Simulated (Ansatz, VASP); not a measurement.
# Hf2Si11O26: VASP beside Ansatz, part 2 of 2

One calculation is typed for both programs; each brings its own data sets. How far apart do they land? Of the first pair: The structure shown is the start of the Ansatz relaxation below; VASP solves that cell, so the two are compared at the walk's first step.

VASP 6.6.1 and Ansatz 0.2.0.

So far. Step 3 (VASP: single point, PBE, start cell, pair 1): The run ends at a pressure of 4.27 GPa, with forces up to 3.4 eV/Å.

## Step 4: Side by side

Known differences besides the potentials themselves: the data sets hold 252 valence electrons in Ansatz (on its PAW soft_1 files) and 220 in VASP; the cutoff is 420 eV in Ansatz and 520 eV in VASP (PREC = Accurate, projectors in real space). Total energies have different zeros and are not compared.

Forces on 8 of the 39 atoms, those with the largest forces and the largest differences (eV/Å; atoms numbered as in POSCAR):

```tsv
atom	Ansatz x, y, z	VASP x, y, z
Hf1	2.412, -0.957, 1.418	2.396, -0.956, 1.369
Hf2	-1.933, -0.099, -2.147	-1.950, -0.052, -2.071
Si3	-3.249, -0.061, -0.061	-3.200, -0.072, -0.068
Si12	2.780, -1.394, 1.006	2.752, -1.428, 0.994
O14	-2.323, -1.282, 0.689	-2.508, -1.420, 0.748
O17	1.539, -0.748, -0.654	1.711, -0.736, -0.815
O30	0.707, -1.799, 2.208	0.729, -1.946, 2.412
O39	0.317, 3.235, -0.167	0.453, 3.413, -0.110
```

The forces differ by 63 meV/Å r.m.s., which is 5.6 % of the r.m.s. force of 1.112 eV/Å (both taken over all components).

## Step 5: Ansatz: relaxation, PBE

This run makes the geometry at which the two programs are then compared. The cell compared in this pair holds 554.56 Å³, against 543.34 Å³ for the pair before.

The structure compared here is the end of the Ansatz relaxation.

The input, input.yaml:

```yaml
crystal:
  lattice:
    - [8.1600182861, 0.0, 0.0]
    - [0.0, 8.1600182861, 0.0]
    - [0.0, 0.0, 8.1600182861]
  atoms:
    - { symbol: Hf, position: [0.428841, 0.684551, 0.740911] }
    - { symbol: Hf, position: [0.13759, 0.741978, 0.50008] }
    - { symbol: Si, position: [0.334729, 0.387568, 0.433619] }
    - { symbol: Si, position: [0.428519, 0.15315, 0.026766] }
    - { symbol: Si, position: [0.754403, 0.12549, 0.253758] }
    - { symbol: Si, position: [0.458709, 0.507814, 0.089785] }
    - { symbol: Si, position: [0.323081, 0.094771, 0.678835] }
    - { symbol: Si, position: [0.014458, 0.764816, 0.835968] }
    - { symbol: Si, position: [0.097553, 0.990558, 0.140976] }
    - { symbol: Si, position: [0.765486, 0.937321, 0.605632] }
    - { symbol: Si, position: [0.760381, 0.494331, 0.901973] }
    - { symbol: Si, position: [0.943418, 0.402524, 0.420383] }
    - { symbol: Si, position: [0.948733, 0.230289, 0.757124] }
    - { symbol: O, position: [0.626615, 0.828899, 0.674868] }
    - { symbol: O, position: [0.741233, 0.999939, 0.416814] }
    - { symbol: O, position: [0.880712, 0.335702, 0.907576] }
    - { symbol: O, position: [0.161424, 0.666263, 0.755968] }
    - { symbol: O, position: [0.141774, 0.349416, 0.385351] }
    - { symbol: O, position: [0.392883, 0.665493, 0.997702] }
    - { symbol: O, position: [0.922399, 0.081367, 0.161044] }
    - { symbol: O, position: [0.304078, 0.907566, 0.613785] }
    - { symbol: O, position: [0.429592, 0.079965, 0.844088] }
    - { symbol: O, position: [0.934419, 0.35978, 0.611067] }
    - { symbol: O, position: [0.946993, 0.84185, 0.646208] }
    - { symbol: O, position: [0.652027, 0.515449, 0.06271] }
    - { symbol: O, position: [0.87516, 0.650651, 0.892194] }
    - { symbol: O, position: [0.593027, 0.125539, 0.137567] }
    - { symbol: O, position: [0.334081, 0.570524, 0.523624] }
    - { symbol: O, position: [0.618795, 0.502155, 0.762901] }
    - { symbol: O, position: [0.118089, 0.885876, 0.300754] }
    - { symbol: O, position: [0.267206, 0.088855, 0.117128] }
    - { symbol: O, position: [0.397537, 0.345966, 0.990739] }
    - { symbol: O, position: [0.06927, 0.888851, 0.970023] }
    - { symbol: O, position: [0.424334, 0.441678, 0.270437] }
    - { symbol: O, position: [0.135639, 0.158398, 0.735408] }
    - { symbol: O, position: [0.812835, 0.094634, 0.715608] }
    - { symbol: O, position: [0.803235, 0.301642, 0.33241] }
    - { symbol: O, position: [0.384685, 0.231878, 0.546305] }
    - { symbol: O, position: [0.958396, 0.591511, 0.40488] }
  symmetry: { detect: false }
kpoints:
  mp_grid: { grid: [2, 2, 2] }
scf:
  occupations: { method: fermi_dirac, width: 0.05 }
hamiltonian:
  xc: pbe
  pseudopotentials: { kind: paw, azcp: { folder: soft_1 } }
output:
  forces: true
  stress: true
relax:
  f_tol: 0.04
  max_steps: 150
  escape_saddle: false
  cell: { stress_tol: 0.4, fix: [] }
```

The run is started by

```bash
> ansatz run input.yaml --threads 4 --pin off --max-ram 16384MiB --backend cpu --events-out ev --progress --plain --runs-dir out
```

Numbers of over 12 decimals in the logs are rounded to 6 here.

Log:

```text
[...]
Crystal: 39 atoms, lattice volume = 543.342 Å³
Basis set: ecut = 420 eV, 10635 PW (Γ), exchange–correlation on 120×120×120 points (8 copies of the dense FFT grid, shifted against one another)
Bands: 165, of which v1, the nominal top of the filled ones, is band 126 counted from 1 (125 counted from 0)
Symmetry: 1 space group operations
k-points: 8
[...]
- { symbol: O, position: [0.431871, 0.635569, 1.004373] }
    - { symbol: O, position: [0.947262, 0.059146, 0.188518] }
    - { symbol: O, position: [0.221306, 0.983090, 0.554897] }
[...]
- { symbol: O, position: [0.793715, 0.093130, 0.704165] }
    - { symbol: O, position: [0.800375, 0.279594, 0.327842] }
    - { symbol: O, position: [0.371414, 0.278843, 0.568141] }
    - { symbol: O, position: [0.938219, 0.597834, 0.400620] }
[key lines of the parts left out:]
SCF converged after 4 iterations
Free energy (F): -53236.280125 eV
Fermi energy:    5.332465 eV
P = ⅓ Tr σ = 0.0030 GPa (0.030 kbar)
```

## Step 6: VASP: single point, PBE, relaxed cell, pair 2

The same cell, functional, mesh and smearing now go to VASP, with its own data sets.

The input, INCAR:

```
SYSTEM = Hf2Si11O26
PREC = Accurate
ENCUT = 600
EDIFF = 1E-06
NELM = 120
ISMEAR = -1
SIGMA = 0.05
LREAL = Auto
ALGO = Normal
GGA = PE
NBANDS = 140
LASPH = .TRUE.
LORBIT = 11
LWAVE = .FALSE.
LCHARG = .FALSE.
ISIF = 2
GGA_COMPAT = .FALSE.
EFERMI = MIDGAP
KPAR = 4
```

The input, POSCAR:

```
Hf2Si11O26
1.0
    7.8885783708     -0.3149110964     -0.3910962296
   -0.3149110964      8.6192533918      0.1326261899
   -0.3910962296      0.1326261899      8.1889741203
Hf Si O
2 11 26
Direct
    0.4499449483      0.6608585065      0.7613684352
    0.1220908300      0.7591159440      0.4842526276
    0.3179462805      0.4174515182      0.4355890045
    0.4333175228      0.1429203076      0.0195760551
    0.7729330737      0.1034223580      0.2587608143
    0.4985231707      0.4839813701      0.1082896855
    0.2812059368      0.1286820556      0.6713356764
    0.0223971193      0.7672364670      0.8276506169
    0.1044353391      0.9682683204      0.1337266551
    0.7494303426      0.9348164734      0.6042530154
    0.7812617247      0.4813916522      0.9216157109
    0.9393985861      0.4101124423      0.4146756479
    0.9290371791      0.2410520295      0.7477011064
    0.5859987198      0.8378596464      0.6712746708
    0.7339345273      0.9743261480      0.4079089522
    0.8693558172      0.3165678835      0.9112209361
    0.1935125350      0.7211956087      0.7523909834
    0.1250654543      0.3681830223      0.3564620623
    0.4318708777      0.6355694408      0.0043730356
    0.9472618172      0.0591457260      0.1885178383
    0.2213056578      0.9830895804      0.5548970415
    0.4150115518      0.0810442574      0.8308900753
    0.9221211360      0.3792812347      0.6100590325
    0.9160753340      0.8219625648      0.6466469056
    0.7063359498      0.4917038548      0.0999035544
    0.9312797585      0.6205579997      0.9156392262
    0.6122389707      0.0922668427      0.1178833763
    0.3134698240      0.5873999327      0.5306463348
    0.6292690427      0.5125155517      0.7768444853
    0.1460489151      0.8242656274      0.2574652806
    0.2779688073      0.0790702259      0.1252333879
    0.4209523062      0.3303305529      0.0069641513
    0.0433566679      0.9111770674      0.9473342611
    0.4510933959      0.4580767579      0.2978717021
    0.1231657493      0.1907080271      0.7629790259
    0.7937151152      0.0931298764      0.7041651245
    0.8003754761      0.2795941365      0.3278420314
    0.3714144414      0.2788426930      0.5681406947
    0.9382190984      0.5978342960      0.4006197789
```

The input, KPOINTS:

```
Automatic mesh
0
Gamma
2 2 2
0 0 0
```

Potentials, in the order of the species: Hf_pv, Si and O (PBE family, release 64).

The run is started by

```bash
> mpirun -np 4 vasp_std
```

Log:

```text
[... set-up lines as in an earlier step ...]
 entering main loop
       N       E                     dE             d eps       ncg     rms          rms(c)
DAV:   1     0.159856328223E+04    0.15986E+04   -0.12455E+05  2240   0.163E+03
DAV:   2    -0.225687739579E+03   -0.18243E+04   -0.17760E+04  2720   0.367E+02
DAV:   3    -0.362657454065E+03   -0.13697E+03   -0.13620E+03  2656   0.103E+02
DAV:   4    -0.365153991604E+03   -0.24965E+01   -0.24878E+01  2744   0.147E+01
[...]
DAV:  16    -0.318147552053E+03    0.27558E-05   -0.85284E-06  2600   0.136E-02    0.767E-03
DAV:  17    -0.318147550969E+03    0.10831E-05   -0.57341E-06  2328   0.872E-03    0.258E-03
DAV:  18    -0.318147550968E+03    0.10477E-08   -0.76795E-07  1664   0.349E-03
   1 F= -.31814755E+03 E0= -.31814755E+03  d E =-.609976E-20
```

From OUTCAR (step 6):

```text
  Total       -1.8094605     -1.2842602     -1.9654505     -0.1071358      0.0603430     -0.1475353
  in kB       -5.2276894     -3.7103399     -5.6783582     -0.3095247      0.1743363     -0.4262425
  external PRESSURE =      -4.8721292 kB  Pullay stress =       0.0000000 kB

 POSITION                                       TOTAL-FORCE (eV/Angst)
 -----------------------------------------------------------------------------------
      3.04355      5.65539      6.14650        -0.003273      0.004011      0.003490
      0.53468      6.56879      4.01846         0.011784      0.029366     -0.028847
      2.20633      3.55577      3.49804         0.064053      0.001978     -0.012728
      3.36560      1.09801      0.00979         0.023514     -0.027923      0.013150
      5.96357      0.68234      1.83041        -0.010509     -0.008302     -0.026169
      3.73788      4.02893      0.75600        -0.000948     -0.008726      0.068593
      1.91523      1.10963      5.40464         0.041805      0.024685      0.027380
     -0.38862      6.71572      6.87061        -0.015683      0.011528     -0.010430
      0.46663      8.33060      1.18266        -0.021609      0.047793      0.000177
      5.38123      7.90156      4.77909        -0.017806     -0.013990     -0.016304
      5.65101      4.02544      7.30538         0.053458     -0.005409      0.038860
      7.11919      3.29403      3.08276        -0.045581     -0.026665     -0.034734
      6.96045      1.88429      5.79153        -0.010241     -0.019195      0.039713
      4.09631      7.12622      5.37899        -0.114708     -0.165361      0.077822
[...]
-----------------------------------------------------------------------------------
    total drift:                               -0.008228     -0.006280     -0.015240

  FREE ENERGIE OF THE ION-ELECTRON SYSTEM (eV)
  ---------------------------------------------------
  free  energy   TOTEN  =      -318.1475509684 eV

  energy  without entropy=     -318.1475509684  energy(sigma->0) =     -318.14755097

[... 1 part as in an earlier step ...]

[... 2 further parts left out ...]
[key lines of the parts left out:]
E-fermi :   3.0093
```

The run ends at a pressure of -0.49 GPa, with forces up to 0.24 eV/Å.

## Step 7: Side by side

What differs besides the data sets and the points named for the pairs above, as far as they apply: the data sets hold 252 valence electrons in Ansatz (on its PAW soft_1 files) and 220 in VASP; the cutoff is 420 eV in Ansatz and 600 eV in VASP (PREC = Accurate, projectors in real space); Ansatz's pressure holds a Pulay correction, VASP's none. Total energies have different zeros and are not compared.

Both answers:

```tsv
quantity	Ansatz	VASP	difference
pressure (GPa)	0.00	-0.49	+0.49
gap on the k mesh (eV)	4.748	4.725	+0.023
```

Forces on 7 of the 39 atoms, those with the largest forces and the largest differences (eV/Å; atoms numbered as in POSCAR):

```tsv
atom	Ansatz x, y, z	VASP x, y, z
O14	0.003, -0.002, -0.002	-0.115, -0.165, 0.078
O17	-0.012, -0.001, -0.005	0.146, -0.035, -0.136
O19	0.000, 0.007, -0.012	0.003, 0.064, -0.201
O21	-0.007, -0.006, -0.003	-0.072, -0.198, -0.073
O29	-0.003, -0.001, -0.002	-0.159, 0.133, -0.030
O30	-0.005, -0.004, 0.000	-0.030, -0.091, 0.216
O39	-0.004, -0.003, 0.004	0.128, 0.165, 0.060
```

The forces differ by 58 meV/Å r.m.s., where the r.m.s. force is 0.005 eV/Å in Ansatz and 0.058 eV/Å in VASP: the atoms lie near their places of rest in Ansatz, so a percentage would say little (all taken over all components). A gap on the mesh is an upper bound, since the band edges may lie between its points; neither run holds spin-orbit coupling, which can move the band edges of a compound of Hf.

## Step 8: Results

```json
{
 "r.m.s. force difference (single point, PBE, start cell, pair 1)": "5.6 % of the r.m.s. force",
 "r.m.s. force difference (single point, PBE, relaxed cell, pair 2)": "58 meV/Å"
}
```

What this shows: The r.m.s. force difference is 58 meV/Å (single point, PBE, relaxed cell, pair 2), beyond the 12 meV/Å picked in this series as the mark of a large difference. The data sets hold unlike numbers of valence electrons (252 in Ansatz and 220 in VASP), so part of the differences comes from the potentials. What causes the difference of the single point, PBE, start cell, pair 1 pair stays open here. What causes the difference of the single point, PBE, relaxed cell, pair 2 pair stays open here. Such differences can come from data sets, numerical settings and the points named under the comparisons, not from the functional's error against experiment.

[Lines on the potential files, build, host, timing and source positions are cut from VASP's logs without a mark.]

[Logs are printed without paths, hosts, clocks, repeated set-up lines and the standing remarks that a program may print on its own settings, such as how far it seeks lower states.]

[Hosts, paths, dates, database ids (printed as entryN), source tags and the programs' standing remarks are cut or masked in the printed files.]
